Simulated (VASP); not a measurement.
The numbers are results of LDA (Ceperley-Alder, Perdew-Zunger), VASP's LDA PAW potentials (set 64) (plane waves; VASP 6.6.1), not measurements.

The input files of a VASP run:

KPOINTS:
```
Automatic mesh
0
Gamma
8 8 4
0 0 0
```

**INCAR**
```
ALGO = Normal
EDIFF = 1E-8
EDIFFG = -0.001
ENCUT = 520
IBRION = 1
ISIF = 2
ISMEAR = 0
LASPH = .TRUE.
LCHARG = .FALSE.
LREAL = .FALSE.
LWAVE = .FALSE.
NELM = 100
NSW = 30
PREC = Accurate
SIGMA = 0.05
SYSTEM = SiC
```

### POSCAR
```
SiC
1.0
  1.5292397209  -2.6487206551   0.0000000000
  1.5292397209   2.6487206551   0.0000000000
  0.0000000000   0.0000000000   5.0166904341
Si C
2 2
Cartesian
  1.5292397209  -0.8829086508   2.5065519624
  1.5292397209   0.8829086508   5.0148971795
  1.5292397209  -0.8829086508   4.3913973845
  1.5292397209   0.8829086508   1.8830521674
```

POTCAR, in this order: Si C (LDA.64 set). Program: vasp_std.

Q: Predict the energy per atom (σ→0).

A: 
The energy per atom (σ→0) comes out as -8.319 eV/atom.

OSZICAR:
```
...
   2 F= -.33275335E+02 E0= -.33275335E+02  d E =-.570426E-05
       N       E                     dE             d eps       ncg     rms          rms(c)
DAV:   1    -0.332753442540E+02   -0.89061E-05   -0.65120E-04   760   0.224E-01    0.767E-03
DAV:   2    -0.332753443388E+02   -0.84792E-07   -0.97319E-06   928   0.265E-02    0.364E-03
DAV:   3    -0.332753439000E+02    0.43878E-06   -0.70913E-07   888   0.802E-03    0.102E-03
DAV:   4    -0.332753439032E+02   -0.31678E-08   -0.24906E-07   920   0.361E-03    0.619E-04
DAV:   5    -0.332753439026E+02    0.53114E-09   -0.75598E-09   476   0.811E-04
   3 F= -.33275344E+02 E0= -.33275344E+02  d E =-.855675E-05
```

The compound is SiC in the wurtzite structure, the rare 2H polytype. This run relaxes the ions in a fixed cell. Symmetry was kept, so distortions that lower it aren't found. The start is the result of an earlier pass.
